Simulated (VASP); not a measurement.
Data:

```
Bi
1.0
    4.12760    -2.26442    -0.00626
    4.12760     2.26442    -0.00626
    2.89098     0.00000     3.71578
Bi
2
Direct
  0.23568   0.23568   0.23568
  0.76432   0.76432   0.76432
```

Method: AM05 GGA, VASP's PBE PAW potentials (set 64) (plane waves; VASP 6.6.1). Run with 520 eV cut-off, 11×11×11 Γ-centred mesh, tetrahedra with Blöchl corrections, potentials Bi_d.

Unless said otherwise, spin-orbit coupling is left out, though it shifts the bands of the heavy elements here.

Task: Estimate the energy per atom (σ→0), band gap (on the k-mesh) with the smallest direct gap where there is one.

Result: 
The band gap (on the k-mesh) comes out as none (metal, semimetal or under 0.01 eV). The energy per atom (σ→0) is -3.993 eV/atom.

Only differences to runs with the same potentials and settings are physical.

The compound is Bi in the a7 structure. It was relaxed first.
